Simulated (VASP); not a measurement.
Method: PBEsol GGA, VASP's PBE PAW potentials (set 64) (plane waves; VASP 6.6.1).

A VASP calculation is set up with these files.

**KPOINTS**
```
Automatic mesh
0
Gamma
  22 22 6
```

### POSCAR
```
B
1
    1.7080887312    -0.0000000000    -0.0000000000
   -0.8540443656     1.4792485530     0.0000000000
   -0.0000000000    -0.0000000000     5.7660671674
B
2
Direct
  0.3333330000   0.6666670000   0.2500000000
  0.6666670000   0.3333330000   0.7500000000
```

### INCAR
```
ALGO = Normal
EDIFF = 1E-6
EDIFFG = -0.01
ENCUT = 520
GGA = PS
IBRION = 2
ISIF = 3
ISMEAR = 1
LASPH = .TRUE.
LCHARG = .FALSE.
LREAL = .FALSE.
LWAVE = .FALSE.
NELM = 100
NSW = 60
PREC = Accurate
SIGMA = 0.1
SYSTEM = B
```

POTCAR, in this order: B (PBE.64 set). Program: vasp_std.

What VASP printed:

**OSZICAR**
```
...
DAV:   5    -0.131669619622E+02   -0.34403E-08   -0.29377E-08  3675   0.112E-03    0.439E+00
DAV:   6    -0.126655175368E+02    0.50144E+00   -0.39463E-01  3269   0.415E+00    0.254E+00
DAV:   7    -0.124866024774E+02    0.17892E+00   -0.51522E-01  3395   0.469E+00    0.364E-01
DAV:   8    -0.124870546090E+02   -0.45213E-03   -0.15491E-02  3514   0.104E+00    0.168E-01
DAV:   9    -0.124855624575E+02    0.14922E-02   -0.32819E-03  3822   0.388E-01    0.137E-02
DAV:  10    -0.124855630771E+02   -0.61967E-06   -0.14586E-05  4235   0.428E-02    0.727E-03
DAV:  11    -0.124855615600E+02    0.15172E-05   -0.26872E-06  3752   0.118E-02    0.741E-04
DAV:  12    -0.124855616330E+02   -0.73026E-07   -0.23462E-08  2051   0.169E-03
   1 F= -.12485562E+02 E0= -.12485347E+02  d E =-.124856E+02
       N       E                     dE             d eps       ncg     rms          rms(c)
DAV:   1    -0.126165371662E+02   -0.13098E+00   -0.25173E+00  2947   0.126E+01    0.907E-01
DAV:   2    -0.125658112932E+02    0.50726E-01   -0.49893E-02  3591   0.180E+00    0.494E-01
DAV:   3    -0.125455019656E+02    0.20309E-01   -0.66452E-02  3157   0.170E+00    0.776E-02
DAV:   4    -0.125453772970E+02    0.12467E-03   -0.50315E-04  4046   0.239E-01    0.431E-02
DAV:   5    -0.125453904343E+02   -0.13137E-04   -0.11546E-05  3934   0.364E-02    0.193E-02
DAV:   6    -0.125453686872E+02    0.21747E-04   -0.51846E-05  3346   0.470E-02    0.254E-03
DAV:   7    -0.125453686751E+02    0.12130E-07   -0.41669E-07  3066   0.649E-03
   2 F= -.12545369E+02 E0= -.12545375E+02  d E =-.598070E-01
       N       E                     dE             d eps       ncg     rms          rms(c)
DAV:   1    -0.130376902650E+02   -0.49232E+00   -0.14458E+01  2954   0.287E+01    0.217E+00
DAV:   2    -0.127170943706E+02    0.32060E+00   -0.32122E-01  3486   0.441E+00    0.108E+00
DAV:   3    -0.126027845389E+02    0.11431E+00   -0.31999E-01  3157   0.357E+00    0.116E-01
DAV:   4    -0.126029273204E+02   -0.14278E-03   -0.14128E-03  4046   0.422E-01    0.760E-02
DAV:   5    -0.126029949876E+02   -0.67667E-04   -0.96237E-05  3703   0.921E-02    0.109E-02
DAV:   6    -0.126029902924E+02    0.46952E-05   -0.22199E-05  3619   0.308E-02    0.492E-03
DAV:   7    -0.126029904257E+02   -0.13321E-06   -0.31661E-06  3458   0.116E-02
   3 F= -.12602990E+02 E0= -.12602823E+02  d E =-.117429E+00
       N       E                     dE             d eps       ncg     rms          rms(c)
DAV:   1    -0.126185097658E+02   -0.15519E-01   -0.42216E-01  2947   0.498E+00    0.385E-01
DAV:   2    -0.126084936605E+02    0.10016E-01   -0.98342E-03  3472   0.720E-01    0.208E-01
DAV:   3    -0.126048470688E+02    0.36466E-02   -0.13545E-02  3094   0.727E-01    0.470E-02
DAV:   4    -0.126047818990E+02    0.65170E-04   -0.14033E-04  3717   0.112E-01    0.254E-02
DAV:   5    -0.126047766571E+02    0.52419E-05   -0.11782E-05  4018   0.278E-02    0.732E-03
DAV:   6    -0.126047739672E+02    0.26899E-05   -0.78998E-06  3472   0.174E-02    0.151E-03
DAV:   7    -0.126047739978E+02   -0.30572E-07   -0.45469E-08  1708   0.260E-03
   4 F= -.12604774E+02 E0= -.12604754E+02  d E =-.119212E+00
       N       E                     dE             d eps       ncg     rms          rms(c)
DAV:   1    -0.126336487143E+02   -0.28875E-01   -0.20872E+00  3052   0.114E+01    0.838E-01
DAV:   2    -0.125954688798E+02    0.38180E-01   -0.46216E-02  3899   0.166E+00    0.393E-01
DAV:   3    -0.125857192924E+02    0.97496E-02   -0.25882E-02  3325   0.102E+00    0.897E-02
DAV:   4    -0.125857883252E+02   -0.69033E-04   -0.49524E-04  4151   0.176E-01    0.279E-02
DAV:   5    -0.125857486023E+02    0.39723E-04   -0.14926E-04  3059   0.761E-02    0.388E-03
DAV:   6    -0.125857489621E+02   -0.35977E-06   -0.30690E-06  3570   0.159E-02
   5 F= -.12585749E+02 E0= -.12585477E+02  d E =0.190250E-01
       N       E                     dE             d eps       ncg     rms          rms(c)
DAV:   1    -0.126320526767E+02   -0.46304E-01   -0.98524E-01  3115   0.789E+00    0.616E-01
DAV:   2    -0.126130351643E+02    0.19018E-01   -0.24057E-02  3906   0.115E+00    0.262E-01
DAV:   3    -0.126093685011E+02    0.36667E-02   -0.89473E-03  3430   0.604E-01    0.704E-02
DAV:   4    -0.126093909824E+02   -0.22481E-04   -0.93353E-05  3990   0.908E-02    0.119E-02
DAV:   5    -0.126093866655E+02    0.43169E-05   -0.17446E-05  3311   0.262E-02    0.255E-03
DAV:   6    -0.126093869916E+02   -0.32615E-06   -0.34542E-07  2891   0.572E-03
   6 F= -.12609387E+02 E0= -.12609305E+02  d E =-.461299E-02
       N       E                     dE             d eps       ncg     rms          rms(c)
DAV:   1    -0.126093895533E+02   -0.28878E-05   -0.71158E-05  3115   0.679E-02    0.531E-03
DAV:   2    -0.126093879573E+02    0.15960E-05   -0.18071E-06  3738   0.100E-02    0.252E-03
DAV:   3    -0.126093874806E+02    0.47665E-06   -0.10610E-06  2555   0.652E-03
   7 F= -.12609387E+02 E0= -.12609310E+02  d E =-.461348E-02
       N       E                     dE             d eps       ncg     rms          rms(c)
DAV:   1    -0.126104654660E+02   -0.10775E-02   -0.24719E-02  2968   0.120E+00    0.958E-02
DAV:   2    -0.126098722749E+02    0.59319E-03   -0.60970E-04  3409   0.175E-01    0.459E-02
DAV:   3    -0.126096915620E+02    0.18071E-03   -0.55029E-04  3122   0.147E-01    0.746E-03
DAV:   4    -0.126096917712E+02   -0.20917E-06   -0.50321E-06  3647   0.219E-02
   8 F= -.12609692E+02 E0= -.12609632E+02  d E =-.304291E-03
       N       E                     dE             d eps       ncg     rms          rms(c)
DAV:   1    -0.126164907268E+02   -0.67992E-02   -0.21921E-01  2961   0.354E+00    0.278E-01
DAV:   2    -0.126115770020E+02    0.49137E-02   -0.52104E-03  3423   0.514E-01    0.124E-01
DAV:   3    -0.126102063476E+02    0.13707E-02   -0.36429E-03  3136   0.379E-01    0.187E-02
DAV:   4    -0.126102064363E+02   -0.88774E-07   -0.32766E-05  4067   0.533E-02    0.101E-02
DAV:   5    -0.126102073195E+02   -0.88313E-06   -0.20920E-06  3486   0.113E-02
   9 F= -.12610207E+02 E0= -.12610123E+02  d E =-.819839E-03
       N       E                     dE             d eps       ncg     rms          rms(c)
DAV:   1    -0.126106153386E+02   -0.40890E-03   -0.14457E-02  2968   0.911E-01    0.678E-02
DAV:   2    -0.126103191287E+02    0.29621E-03   -0.31323E-04  3444   0.127E-01    0.318E-02
DAV:   3    -0.126102295274E+02    0.89601E-04   -0.25799E-04  3143   0.101E-01    0.530E-03
DAV:   4    -0.126102297221E+02   -0.19478E-06   -0.11928E-06  3843   0.127E-02
  10 F= -.12610230E+02 E0= -.12610117E+02  d E =-.842242E-03
       N       E                     dE             d eps       ncg     rms          rms(c)
DAV:   1    -0.126110658306E+02   -0.83630E-03   -0.45234E-02  3003   0.156E+00    0.118E-01
DAV:   2    -0.126102229061E+02    0.84292E-03   -0.94913E-04  3626   0.230E-01    0.530E-02
DAV:   3    -0.126100043575E+02    0.21855E-03   -0.59950E-04  3346   0.154E-01    0.121E-02
DAV:   4    -0.126100061668E+02   -0.18093E-05   -0.45451E-06  3920   0.218E-02    0.181E-03
DAV:   5    -0.126100060559E+02    0.11094E-06   -0.29126E-07  2205   0.348E-03
  11 F= -.12610006E+02 E0= -.12609799E+02  d E =0.223666E-03
       N       E                     dE             d eps       ncg     rms          rms(c)
DAV:   1    -0.126108542522E+02   -0.84809E-03   -0.27020E-02  3003   0.121E+00    0.868E-02
DAV:   2    -0.126103901389E+02    0.46411E-03   -0.51969E-04  3647   0.172E-01    0.418E-02
DAV:   3    -0.126102483450E+02    0.14179E-03   -0.41498E-04  3283   0.128E-01    0.898E-03
DAV:   4    -0.126102496080E+02   -0.12630E-05   -0.27352E-06  3612   0.180E-02    0.173E-03
DAV:   5    -0.126102494617E+02    0.14625E-06   -0.30170E-07  2184   0.345E-03
  12 F= -.12610249E+02 E0= -.12610111E+02  d E =-.197396E-04
```

OUTCAR:
```
------------------------ aborting loop because EDIFF is reached ----------------------------------------
  FORCE on cell =-STRESS in cart. coord.  units (eV):
  Direction    XX          YY          ZZ          XY          YZ          ZX
  --------------------------------------------------------------------------------------
  Total        0.0022479      0.0022479      0.0002434      0.0000000      0.0000000      0.0000000
  in kB        0.2069418      0.2069419      0.0224090      0.0000000      0.0000000      0.0000000
  external PRESSURE =       0.1454309 kB  Pullay stress =       0.0000000 kB
  volume of cell :       17.40
      direct lattice vectors                 reciprocal lattice vectors
     1.710602044 -0.000000000  0.000000000     0.584589504  0.337512834 -0.000000000
    -0.855301022  1.481425147 -0.000000000     0.000000000  0.675025668 -0.000000000
    -0.000000000  0.000000000  6.867786908     0.000000000  0.000000000  0.145607313
 POSITION                                       TOTAL-FORCE (eV/Angst)
 -----------------------------------------------------------------------------------
     -0.00000      0.98762      1.71695         0.000000      0.000000      0.000000
      0.85530      0.49381      5.15084        -0.000000     -0.000000      0.000000
 -----------------------------------------------------------------------------------
    total drift:                                0.000007     -0.000004      0.000002
  FREE ENERGIE OF THE ION-ELECTRON SYSTEM (eV)
  ---------------------------------------------------
  free  energy   TOTEN  =       -12.6102494617 eV

  energy  without entropy=      -12.6098342081  energy(sigma->0) =      -12.61011104

 reached required accuracy - stopping structural energy minimisation
```
(Selected blocks of OUTCAR.)

File CONTCAR:
```
B
   1.00000000000000
     1.7106020441695857   -0.0000000000000000    0.0000000000000000
    -0.8553010220847929    1.4814251471317328   -0.0000000000000000
    -0.0000000000000000    0.0000000000000000    6.8677869075737377
  B
     2
Direct
     0.3333330000000032    0.6666669999999968    0.2500000000000000
     0.6666669999999968    0.3333330000000032    0.7500000000000000
```

### OUTCAR
```
 val. band max:        5.5799123486   @ k =   0.3636   0.2273   0.1667

 cond. band min:       5.5862591342   @ k =   0.3636   0.2273   0.0000


 Fermi energy:         5.5830960885

 k-point     1 :       0.0000    0.0000    0.0000
  band No.  band energies     occupation
      1     -11.4904      2.00000
      2     -10.9814      2.00000
      3      -3.2207      2.00000
      4      -0.6010      2.00000
      5       8.2771      0.00000
      6      16.1225      0.00000
      7      21.6001      0.00000

 k-point     2 :       0.0455   -0.0000    0.0000
  band No.  band energies     occupation
      1     -11.3946      2.00000
      2     -10.8899      2.00000
      3      -3.0838      2.00000
      4      -0.4668      2.00000
      5       8.3895      0.00000
      6      16.2512      0.00000
      7      21.6163      0.00000

 k-point     3 :       0.0909   -0.0000    0.0000
  band No.  band energies     occupation
      1     -11.1076      2.00000
      2     -10.6154      2.00000
      3      -2.6729      2.00000
      4      -0.0645      2.00000
      5       8.7254      0.00000
      6      16.6370      0.00000
      7      21.6234      0.00000

 k-point     4 :       0.1364    0.0000    0.0000
  band No.  band energies     occupation
      1     -10.6312      2.00000
      2     -10.1597      2.00000
      3      -1.9892      2.00000
      4       0.6042      2.00000
      5       9.2780      0.00000
      6      17.2743      0.00000
      7      21.4449      0.00000

 k-point     5 :       0.1818   -0.0000    0.0000
  band No.  band energies     occupation
      1      -9.9693      2.00000
      2      -9.5256      2.00000
      3      -1.0346      2.00000
      4       1.5358      2.00000
      5      10.0284      0.00000
      6      18.1517      0.00000
      7      20.6607      0.00000

 k-point     6 :       0.2273   -0.0000    0.0000
  band No.  band energies     occupation
      1      -9.1287      2.00000
...
```

Energy and stress use the plane-wave basis of the starting cell.

The structure was generated: B was put into the hcp type (P6_3/mmc), which need not be its known phase. This run relaxes it. Symmetry was kept, so distortions that lower it aren't found. The start is the result of an earlier pass.
